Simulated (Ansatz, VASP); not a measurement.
## SnSe2: VASP beside Ansatz

Aim: how closely do two programs agree when they are given the same cell, functional and k mesh? The cell is taken from a series of runs on this material, whose earlier steps may have relaxed, scaled, displaced or heated it; both programs get it as it stands.

Calculated with Ansatz 0.2.0; plane waves, with VASP 6.6.1 beside it; G0W0 gap at PBE.

## (1) The starting structure

The cell holds 3 atoms: 1 Sn and 2 Se. Cell: a = 3.869 Å, b = 3.869 Å, c = 29.600 Å, α = 90.0°, β = 90.0°, γ = 120.0°. Vacuum lies along c.

## (2) Ansatz: G0W0 gap, PBE

Ansatz runs on its PAW soft_1 files.

Quasiparticle shifts depend on high empty states and on the cores, so they are the hardest test of two PAW sets.

The input, input.yaml:

```yaml
crystal:
  lattice:
    - [3.8693422625, 0.0, 0.0]
    - [-1.9346711312, 3.3509486952, 0.0]
    - [0.0, 0.0, 29.6]
  atoms:
    - { symbol: Sn, position: [0.0, 0.0, 0.5] }
    - { symbol: Se, position: [0.3333333333, 0.6666666667, 0.553855976] }
    - { symbol: Se, position: [0.6666666667, 0.3333333333, 0.446144024] }
  periodic: [true, true, false]
kpoints:
  mp_grid: { grid: [6, 6, 1] }
hamiltonian:
  xc: pbe
  pseudopotentials: { kind: paw, azcp: { folder: soft_1 } }
scf:
  occupations: { method: fixed }
  convergence: { dr2_threshold: 1.0e-10 }
gw:
  n_empty_bands: 744
  ecut_chi: 90.0
  qp_bands: [v2, c2]
  qp_kpoints: band_edges
  screening: { model: contour_deformation }
```

On the command line:

```bash
$ ansatz run input.yaml --threads 4 --pin off --max-ram 17510MiB --backend cpu --events-out ev --progress --plain --runs-dir out
```

Numbers of over 12 decimals in the logs are rounded to 6 here.

What it wrote:

```text
Engine: ansatz 0.2.0, aarch64-unknown-linux-gnu
Pseudopotentials: kind: paw
Pseudopotential: Sn, paw, valence charge 14, recommended cutoff 420 eV (normal), soft_1/Sn.paw.azcp
Pseudopotential: Se, paw, valence charge 16, recommended cutoff 420 eV (normal), soft_1/Se.paw.azcp
Functional definition: PBE
  parameter kappa = 0.804
  parameter beta = 0.066725
  exchange = pbe_x(kappa = kappa, mu = beta*pi^2/3)
  correlation = pbe_c(beta = beta)
Crystal: 3 atoms, lattice volume = 383.793 Å³
Basis set: ecut = 420 eV, 7587 PW (Γ)
Bands: 28, of which v1, the nominal top of the filled ones, is band 23 counted from 1 (22 counted from 0)
Symmetry: 12 space group operations
Space group: P-3m1 (ITA 164), of the structure as read, at distance tolerance 7.3e-5 Å
k-points: 7 of 36
Non-local potential: Sn, projectors of the file, l = 0: 2, l = 1: 2, l = 2: 2, l = 3: 1
Non-local potential: Se, projectors of the file, l = 0: 2, l = 1: 2, l = 2: 3, l = 3: 1
PAW form: soft (Blöchl's): semilocal exchange-correlation on the pseudo side does not see the compensation charge
PAW one-centre angular grid: Sn, 590 points (default); XC on 64 Gauss nodes
PAW one-centre angular grid: Se, 590 points (default); XC on 64 Gauss nodes
Initial density: superposition of atomic densities (neutral atoms: chi_scale 0, normalization atom)
Initial wavefunctions: pseudopotential atomic-orbital guess
Functional: x = pbe(κ = 0.804, μ = 0.219515), c = pbe(β = 0.066725)
iter 1 solved again at ethr=2.31e-3 eV; its pass at ethr=3.10e-3 eV (dr2=1.06e0 eV) is discarded
SCF iter   1: F=—  HF=-16963.759283 eV  |F-HF|=—  |Δ(HF+E_count)|=         —  Δρ=1.35e-2  dr2=1.07e0  ethr=2.31e-3  ⟨swp⟩=1.6  Hψ=1071  notcnv=0  defer=19
preconditioner: auto → Resta (q_TF=auto, 1.916 Å⁻¹)  ε∞=1.4  [insulator: Δε(μ)=1.103 eV  Ē_g=15.675 eV  n_scr=36 (ndim 8)  ℏωp=9.7 eV  f_vac=0.764  ε∞_Penn≈1.4  vacuum switching on, ρ_ref=1.8e-2 e/Å³]
SCF iter   2: F=—  HF=-16963.494763 eV  |F-HF|=—  |Δ(HF+E_count)|=   2.65e-1  Δρ=5.88e-3  dr2=1.63e-1  ethr=2.31e-3  ⟨swp⟩=4.1  Hψ=339  notcnv=0  defer=20
SCF iter   3: F=—  HF=-16963.475096 eV  |F-HF|=—  |Δ(HF+E_count)|=   1.97e-2  Δρ=3.13e-3  dr2=3.83e-2  ethr=3.54e-4  ⟨swp⟩=4.1  Hψ=415  notcnv=0  defer=20
SCF iter   4: F=—  HF=-16963.471931 eV  |F-HF|=—  |Δ(HF+E_count)|=   3.16e-3  Δρ=9.20e-4  dr2=2.54e-3  ethr=8.32e-5  ⟨swp⟩=3.4  Hψ=293  notcnv=0  defer=20
SCF iter   5: F=—  HF=-16963.472232 eV  |F-HF|=—  |Δ(HF+E_count)|=   3.01e-4  Δρ=1.43e-4  dr2=6.35e-5  ethr=5.52e-6  ⟨swp⟩=3.1  Hψ=316  notcnv=0  defer=20
SCF iter   6: F=—  HF=-16963.472255 eV  |F-HF|=—  |Δ(HF+E_count)|=   2.27e-5  Δρ=4.53e-5  dr2=6.12e-6  ethr=1.38e-7  ⟨swp⟩=3.7  Hψ=414  notcnv=0  defer=20
SCF iter   7: F=—  HF=-16963.472258 eV  |F-HF|=—  |Δ(HF+E_count)|=   3.39e-6  Δρ=1.10e-5  dr2=2.56e-7  ethr=1.33e-8  ⟨swp⟩=2.7  Hψ=270  notcnv=0  defer=20
SCF iter   8: F=—  HF=-16963.472259 eV  |F-HF|=—  |Δ(HF+E_count)|=   3.19e-7  Δρ=1.42e-6  dr2=7.11e-9  ethr=5.57e-10  ⟨swp⟩=3.7  Hψ=405  notcnv=0  defer=20
SCF iter   9: F=—  HF=-16963.472259 eV  |F-HF|=—  |Δ(HF+E_count)|=   8.31e-9  Δρ=3.24e-7  dr2=5.08e-10  ethr=1.55e-11  ⟨swp⟩=3.3  Hψ=377  notcnv=0  defer=20
SCF iter  10: F=-16963.472259 eV  HF=-16963.472259 eV  |F-HF|=6.55e-11  |Δ(HF+E_count)|=  1.46e-10  Δρ=1.29e-7  dr2=6.53e-11  ethr=1.00e-12  ⟨swp⟩=21.4  Hψ=1268  notcnv=0
SCF 1 converged in 10 iterations: F = -16963.472259 eV  dr2 = 6.53e-11
  greatest PAW one-centre occupation: 1.000 electrons in one spin orbital (limit 2), on the Se atom at site 2 (counted from 0), in its partial waves of l = 2
NSCF: frozen V_eff on 7 k-points
G₀W₀ screening: q 1/7
[... further progress lines ...]
SCF converged after 10 iterations
Free energy (F): -16963.472259 eV
Harris-Foulkes:  -16963.472259 eV  (|F-HF|=6.55e-11)
Internal energy: -16963.472259 eV  (E = F + TS)
E sigma→0 (E₀):  -16963.472259 eV
Fermi energy:    -6.053717 eV
--- Per-component energies (eV) ---
  E_band       = -1499.415024
  E_kinetic    = 388.375830
  E_local      = -91698.698598  (includes V_loc(G=0)·N_el)
  E_nonlocal   = -563.659920
  E_hartree    = 45668.513582
  E_xc         = -294.644001
  E_vxc        = -259.219276  (∫ρ·V_xc dr)
  E_paw        = -8631.812862  (= ΣΔE_a)
  E_vpaw       = -703.239704  (= ΣTr[D̂ρ^β])
  E_aug_tail   = -0.000464  (compensation charges beyond the density's cutoff)
  E_ewald      = 38168.454174
  E_smearing   = -0.000000  (= −TS)
  E_closure    = -0.000000  (closes the sum)
  Σ components = -16963.472259   (vs F -16963.472259, Δ=0.00e0)
--- Band table (eV; the first three rows and the last of 7) ---
  k-point 0: bands = [... 19 lower, -6.5088, -6.5088, -6.1289, -6.1289, -4.5444, -2.9965, -1.4761, -1.4761, ... 1 higher]
  k-point 1: bands = [... 19 lower, -7.2332, -7.1501, -6.9103, -6.0537, -3.8872, -2.2295, -1.1712 (-1.1712°), -0.9489, ... 1 higher]
  k-point 2: bands = [... 19 lower, -8.1858, -7.9029, -6.7110, -6.2435, -4.7569, -1.8891, -0.6101, -0.3856, ... 1 higher]
  k-point 6: bands = [... 19 lower, -9.5528, -9.1769, -6.8238, -6.8238, -4.2367, -0.7721, -0.7721, 0.4897, ... 1 higher]
  ° read free of the cell's end (the report's vacuum.weakly_bound_levels)
--- G₀W₀: contour deformation, 7 samples at zero and on the imaginary axis and 3 off it, 36 q-points, 744 empty bands' worth ---
  eigenvalues of the whole cell's RPA ε∞ on this k-mesh (on a slab, of 1 + 4πα/V) = 1.1711, 3.2773, 3.2773; static W/v taken at q = 0 is 0.511041
  bands read: the sum over 767 bands ends inside a degenerate multiplet in 1 slot, whose members it reads at an even weight; the widest, k=6: bands 767 to 768 (counted from 1) at 1/2 each
  gw.qp_kpoints: band_edges: 7 of 7 stored k-points solved, in 1 pass; an edge of the gap read off the rows below is read off those points alone
    ik  band        ε_KS         Σx   Σc(E_QP)       V_xc       Z   E_QP_lin       E_QP  E_QP is
     0    22     -6.1289   -17.3897     1.4434   -15.4002  0.7063    -6.6884    -6.6750  root
     0    23     -6.1289   -17.3897     1.4434   -15.4002  0.7063    -6.6884    -6.6750  root
     0    24     -4.5444   -11.2039    -2.7528   -14.3798  0.7474    -4.1177    -4.1213  root
     0    25     -2.9965    -8.1185    -3.6610   -12.1862  0.7603    -2.5848    -2.5898  root
     1    22     -6.9103   -16.4361     2.0473   -13.7327  0.6883    -7.5936    -7.5664  root
     1    23     -6.0537   -17.3825     1.4494   -15.3743  0.7083    -6.6256    -6.6125  root
     1    24     -3.8872   -11.8700    -3.0678   -15.4052  0.7247    -3.4109    -3.4199  root
     1    25     -2.2295    -7.8081    -3.6912   -11.9048  0.7610    -1.8208    -1.8240  root
     2    22     -6.7110   -16.8611     1.9811   -14.2304  0.6934    -7.3859    -7.3607  root
     2    23     -6.2435   -17.2871     1.5567   -15.1562  0.7036    -6.8334    -6.8178  root
     2    24     -4.7569   -10.7176    -2.9213   -14.0500  0.7354    -4.3406    -4.3458  root
     2    25     -1.8891    -7.8929    -3.7504   -12.0601  0.7541    -1.4696    -1.4724  root
     3    22     -6.6999   -16.8466     1.9269   -14.2815  0.6902    -7.3589    -7.3380  root
     3    23     -6.3583   -17.2570     1.6182   -15.0602  0.7000    -6.9544    -6.9369  root
     3    24     -5.2560   -10.6812    -2.7000   -13.7594  0.7375    -4.8743    -4.8779  root
     3    25     -1.9578    -7.7277    -3.7620   -11.8901  0.7619    -1.5511    -1.5574  root
     4    22     -6.9135   -16.4257     1.7467   -14.1012  0.6843    -7.5105    -7.4912  root
     4    23     -6.4810   -16.9208     1.8167   -14.4687  0.7007    -7.1371    -7.1164  root
     4    24     -3.9254   -11.8540    -3.1462   -15.4753  0.7168    -3.4405    -3.4504  root
     4    25     -1.3897    -7.9063    -3.9957   -12.3496  0.7484    -0.9335    -0.9422  root
     5    22     -6.9965   -16.5036     1.8962   -14.0041  0.6881    -7.6226    -7.5998  root
     5    23     -6.5301   -17.0152     1.8436   -14.5435  0.6971    -7.1798    -7.1581  root
     5    24     -4.4027   -11.3769    -2.9493   -14.7675  0.7249    -3.9546    -3.9614  root
     5    25     -1.1047    -7.7373    -3.9261   -12.1006  0.7421    -0.6585    -0.6675  root
     6    22     -6.8238   -16.7904     1.9503   -14.2172  0.6869    -7.4692    -7.4467  root
     6    23     -6.8238   -16.7904     1.9503   -14.2172  0.6869    -7.4692    -7.4467  root
     6    24     -4.2367   -11.1257    -3.0931   -14.6799  0.7220    -3.7676    -3.7757  root
     6    25     -0.7721    -7.8993    -4.0266   -12.3728  0.7314    -0.3146    -0.3253  root
```

In the SCF lines HF is the Harris–Foulkes energy and dr2 the Hartree energy of the density residual, in eV; the loop may stop once dr2 is under the threshold and the program's other checks hold. Hψ counts applications of the Hamiltonian.

(Continued in part 2 of 2.)

[Lines on the potential files, build, host, timing and source positions are cut from VASP's logs without a mark.]

[Logs are printed without paths, hosts, clocks, repeated set-up lines and the standing remarks that a program may print on its own settings, such as how far it seeks lower states.]

[Hosts, paths, dates, database ids (printed as entryN), source tags and the programs' standing remarks are cut or masked in the printed files.]
